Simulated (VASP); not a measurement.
Input:

```
AlN
1.0
    0.00000     2.09646     2.18381
    2.09646     0.00000     2.18381
    2.09646     2.09646     0.00000
Al N
1 1
Cartesian
  0.00000   0.00000   0.00000
  1.04823   1.04823   1.09190
```

All values below come from r2SCAN meta-GGA, VASP's PBE PAW potentials (set 64) (plane waves; VASP). Settings: 600 eV cut-off, 10×10×10 Γ-centred mesh, Gaussian smearing of 0.050 eV, potentials Al N.

Q: Give the stress tensor in GPa (positive for a compressed cell).

A: 
```
22.28   0.00   0.00
 0.00  22.28   0.00
 0.00   0.00  15.82
```
The pressure is its mean diagonal, 20.12 GPa.

The compound is AlN in the zinc blende structure, a metastable form; wurtzite is the usual one. This cell was strained or had an atom moved on purpose.
